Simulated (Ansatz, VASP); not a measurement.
## Cross-check of SbAs between VASP and Ansatz

One calculation is typed for both programs; each brings its own data sets. How far apart do they land? The cell is taken from a series of runs on this material, whose earlier steps may have relaxed, scaled, displaced or heated it; both programs get it as it stands.

Main program and level: Ansatz 0.2.0; plane waves, with VASP 6.6.1 beside it; zone-centre phonons at PBEsol.

## (1) Starting point

The structure is trigonal, space group R3m (No. 160). The conventional cell has a = 4.066 Å, b = 4.066 Å, c = 10.889 Å, α = 90.00°, β = 90.00°, γ = 120.00°. Nearest to Sb lie 6 As at 2.74 to 3.23 Å. As has 6 Sb at 2.74 to 3.23 Å nearest. Farther neighbours are not listed.

Structure file:

```cif
data_structure
_symmetry_space_group_name_H-M 'P 1'
_symmetry_Int_Tables_number 1
_cell_length_a 4.3225
_cell_length_b 4.3225
_cell_length_c 4.3225
_cell_angle_alpha 56.104
_cell_angle_beta 56.104
_cell_angle_gamma 56.104
_cell_volume 51.95
loop_
_atom_site_label
_atom_site_type_symbol
_atom_site_fract_x
_atom_site_fract_y
_atom_site_fract_z
_atom_site_occupancy
Sb1 Sb 0.23143 0.23143 0.23143 1
As2 As 0.76857 0.76857 0.76857 1
```

## (2) Ansatz: zone-centre phonons, PBEsol

Ansatz runs on its default PAW (the set named soft_2) files.

Second derivatives magnify differences that forces hide, and they need a tight electronic threshold.

Contents of input.yaml:

```yaml
crystal:
  lattice:
    - [2.0327502081, 1.1736088798, 3.629667]
    - [-2.0327502081, 1.1736088798, 3.629667]
    - [0.0, -2.3472177597, 3.629667]
  atoms:
    - { symbol: Sb, position: [0.2314253803, 0.2314253803, 0.2314253803] }
    - { symbol: As, position: [0.7685726197, 0.7685726197, 0.7685726197] }
kpoints:
  mp_grid: { grid: [15, 15, 15] }
hamiltonian:
  xc: pbesol
scf:
  occupations: { method: methfessel_paxton, width: 0.2 }
output:
  eigenvalues: true
phonons:
  method: dfpt
```

Command:

```bash
$ ansatz run input.yaml --threads 8 --pin off --max-ram 14336MiB --backend cpu --events-out ev --progress --plain --runs-dir out
```

Numbers of over 12 decimals in the logs are rounded to 6 here.

What it wrote:

```text
Engine: ansatz 0.2.0, aarch64-unknown-linux-gnu
Pseudopotentials: kind: paw
Pseudopotential: Sb, paw, valence charge 15, recommended cutoff 420 eV (normal), Sb.paw.azcp
Pseudopotential: As, paw, valence charge 15, recommended cutoff 420 eV (normal), As.paw.azcp
Functional definition: PBEsol
  exchange = pbesol_x
  correlation = pbesol_c
Crystal: 2 atoms, lattice volume = 51.955 Å³
Basis set: ecut = 420 eV, 1003 PW (Γ), exchange–correlation on 60×60×60 points (8 copies of the dense FFT grid, shifted against one another)
Bands: 19, of which v1, the nominal top of the filled ones, is band 15 counted from 1 (14 counted from 0)
Symmetry: 6 space group operations
k-points: 904 of 3375 (irreducible under 2 space group operations, time reversal used)
Non-local potential: Sb, projectors of the file, l = 0: 2, l = 1: 2, l = 2: 2, l = 3: 2
Non-local potential: As, projectors of the file, l = 0: 2, l = 1: 2, l = 2: 3, l = 3: 1
PAW form: soft (Blöchl's): semilocal exchange-correlation on the pseudo side does not see the compensation charge
PAW frozen core: Sb, regenerated for the run's functional, and the local potential with it (the file was generated under x = pbe(κ = 0.804, μ = 0.219515), c = pbe(β = 0.066725))
PAW frozen core: As, regenerated for the run's functional, and the local potential with it (the file was generated under x = pbe(κ = 0.804, μ = 0.219515), c = pbe(β = 0.066725))
PAW one-centre angular grid: Sb, 590 points (default); XC on 64 Gauss nodes
PAW one-centre angular grid: As, 590 points (default); XC on 64 Gauss nodes
Initial density: superposition of atomic densities (neutral atoms: chi_scale 0, normalization atom), corrected by the library's trained network
Initial wavefunctions: pseudopotential atomic-orbital guess
Functional: x = pbesol(κ = 0.804, μ = 0.123457), c = pbesol(β = 0.046)
SCF iter   1: F=—  HF=-11221.118360 eV  |F-HF|=—  |Δ(HF+E_count)|=         —  Δρ=3.26e-3  dr2=8.59e-3  ethr=1.77e-3  ⟨swp⟩=5.2  Hψ=81544  notcnv=0
preconditioner: auto → Kerker (q_TF=auto, 2.490 Å⁻¹)  [metal: Δε(μ)=0.058 eV  Ē_g=9.274 eV  σ=0.200 eV  W_gap=0.24  n_scr=14 (ndim 8)  ℏωp=16.3 eV  f_vac=0.004  D(μ)=0.20/eV (n_scr^D=0)]
SCF iter   2: F=—  HF=-11221.115200 eV  |F-HF|=—  |Δ(HF+E_count)|=   3.16e-3  S|Δr|=    0.00e0  Δρ=1.68e-3  dr2=1.94e-3  ethr=2.86e-5  ⟨swp⟩=1.6  Hψ=25433  notcnv=0
SCF iter   3: F=—  HF=-11221.114757 eV  |F-HF|=—  |Δ(HF+E_count)|=   4.43e-4  S|Δr|=    0.00e0  Δρ=4.47e-4  dr2=1.59e-4  ethr=6.48e-6  ⟨swp⟩=2.8  Hψ=26303  notcnv=0
SCF iter   4: F=—  HF=-11221.114735 eV  |F-HF|=—  |Δ(HF+E_count)|=   2.20e-5  S|Δr|=    0.00e0  Δρ=1.89e-4  dr2=2.28e-5  ethr=5.30e-7  ⟨swp⟩=2.2  Hψ=29537  notcnv=0
SCF iter   5: F=—  HF=-11221.114737 eV  |F-HF|=—  |Δ(HF+E_count)|=   2.03e-6  S|Δr|=    0.00e0  Δρ=5.12e-5  dr2=2.30e-6  ethr=7.62e-8  ⟨swp⟩=2.0  Hψ=30741  notcnv=0
SCF iter   6: F=—  HF=-11221.114738 eV  |F-HF|=—  |Δ(HF+E_count)|=   1.14e-7  S|Δr|=    0.00e0  Δρ=2.42e-5  dr2=2.87e-7  ethr=7.66e-9  ⟨swp⟩=2.0  Hψ=30744  notcnv=0
SCF iter   7: F=—  HF=-11221.114737 eV  |F-HF|=—  |Δ(HF+E_count)|=   2.27e-7  S|Δr|=    0.00e0  Δρ=8.38e-6  dr2=4.13e-8  ethr=9.58e-10  ⟨swp⟩=2.0  Hψ=30744  notcnv=0
SCF iter   8: F=—  HF=-11221.114737 eV  |F-HF|=—  |Δ(HF+E_count)|=   6.10e-9  S|Δr|=    0.00e0  Δρ=1.67e-6  dr2=2.25e-9  ethr=1.38e-10  ⟨swp⟩=2.0  Hψ=30739  notcnv=0
SCF iter   9: F=—  HF=-11221.114737 eV  |F-HF|=—  |Δ(HF+E_count)|=  2.80e-10  S|Δr|=    0.00e0  Δρ=5.31e-7  dr2=2.34e-10  ethr=7.49e-12  ⟨swp⟩=2.0  Hψ=30756  notcnv=0
SCF iter  10: F=—  HF=-11221.114737 eV  |F-HF|=—  |Δ(HF+E_count)|=  1.27e-11  S|Δr|=    0.00e0  Δρ=1.90e-7  dr2=2.53e-11  ethr=1.00e-12  ⟨swp⟩=2.0  Hψ=24376  notcnv=0
SCF iter  11: F=-11221.114737 eV  HF=-11221.114737 eV  |F-HF|=7.28e-12  |Δ(HF+E_count)|=  1.82e-12  S|Δr|=    0.00e0  Δρ=7.45e-8  dr2=4.94e-12  ethr=1.00e-12  ⟨swp⟩=5.3  Hψ=66453  notcnv=0
SCF 1 converged in 11 iterations: F = -11221.114737 eV  dr2 = 4.94e-12
  greatest PAW one-centre occupation: 0.999 electrons in one spin orbital (limit 2), on the As atom at site 1 (counted from 0), in its partial waves of l = 2
DFPT response loops at Γ: preconditioner auto → Kerker (q_TF=auto, 2.490 Å⁻¹) (partly filled bands, converged f_vac=0.002); β = 1.00, the filter's whole step (`scf.mixing.beta` (0.50) is not read by the response loops under this deck's `scf.mixing.preconditioner`; to damp them name `kerker` or `kerker_dos`, under which they read `scf.mixing.beta`, and type it under 1.00, their step now; both keys bind the ground state too); Broyden in place of MSR1
SCF converged after 11 iterations
Stability not checked: this state was not tested for a lower state beside it, because cold or Methfessel-Paxton smearing, or corrected tetrahedra, fill the levels in a way that the test cannot read (fill_not_monotonic; see scf.lower_state_search)
Free energy (F): -11221.114737 eV
Harris-Foulkes:  -11221.114737 eV  (|F-HF|=7.28e-12)
Internal energy: -11221.115916 eV  (E = F + TS)
E sigma→0 (E₀):  -11221.115032 eV
Entropy (-TS):   0.001179 eV (0.590 meV/atom)
Fermi energy:    10.043970 eV
Step filling:    the computed levels leave a gap of 0.0124 eV = 0.1 smearing widths at the electron count; against every level under it full and every level over it empty, smearing changes F+E_penalty+E_count by +0.104 meV and its σ→0 estimate by -0.191 meV
--- Per-component energies (eV) ---
  E_band       = -408.572428
  E_kinetic    = 309.491751
  E_local      = -3302.460301  (includes V_loc(G=0)·N_el)
  E_nonlocal   = -304.616629
  E_hartree    = 1663.030835
  E_xc         = -216.035488
  E_vxc        = -175.612363  (∫ρ·V_xc dr)
  E_paw        = -6291.724146  (= ΣΔE_a)
  E_vpaw       = -261.436514  (= ΣTr[D̂ρ^β])
  E_aug_tail   = 0.000006  (compensation charges beyond the density's cutoff)
  E_ewald      = -3080.100229
  E_core_change = 1.298286  (= ΣΔE_core)
  E_smearing   = 0.001179  (= −TS)
  E_closure    = 0.000000  (closes the sum)
  Σ components = -11221.114737   (vs F -11221.114737, Δ=0.00e0)
--- Band table (eV; the first three rows and the last of 904) ---
  k-point 0: bands = [... 11 lower, 4.6864, 7.8680, 8.2640, 8.2640, 12.2275, 13.0626, 13.0626, 15.9849]
  k-point 1: bands = [... 11 lower, 4.4832, 7.8988, 8.2427, 8.2952, 12.2478, 12.9031, 12.9560, 15.6372]
  k-point 2: bands = [... 11 lower, 3.9488, 7.9104, 8.1861, 8.4320, 12.1688, 12.5348, 12.6510, 15.2340]
  k-point 903: bands = [... 11 lower, 0.7177, 7.8475, 8.4814, 9.8466, 10.4581, 10.8092, 12.1439, 17.2770]
--- Phonons (Γ-DFPT): 4 representative perturbations + reference, on 904 of 3375 k-points (Σ response iterations 12) ---
  k mesh reduced under 2 symmetry operations, with k and −k counted as one. Each operation leaves every solved perturbation unchanged. A smaller set is not used because it would not reduce the number of displacements times k-points to solve
  ASR residual: 3.476e-5 → 0.000e0 eV/Å²; symmetrization residual: 6.249e-5 eV/Å²
  ASR residual per site (eV/Å²): 3.48e-5 1.23e-5
  Γ frequencies (cm⁻¹): 0.00 0.00 0.00 130.71 130.71 180.22
  non-analytic LO–TO correction: not included (Born effective charges unavailable; polar crystals: no LO–TO splitting at Γ)
```

In the SCF lines HF is the Harris–Foulkes energy and dr2 the Hartree energy of the density residual, in eV; the loop may stop once dr2 is under the threshold and the program's other checks hold. Hψ counts applications of the Hamiltonian.

(Part 1 of 2 ends here.)

[Lines on the potential files, build, host, timing and source positions are cut from VASP's logs without a mark.]

[Logs are printed without paths, hosts, clocks, repeated set-up lines and the standing remarks that a program may print on its own settings, such as how far it seeks lower states.]

[Hosts, paths, dates, database ids (printed as entryN), source tags and the programs' standing remarks are cut or masked in the printed files.]
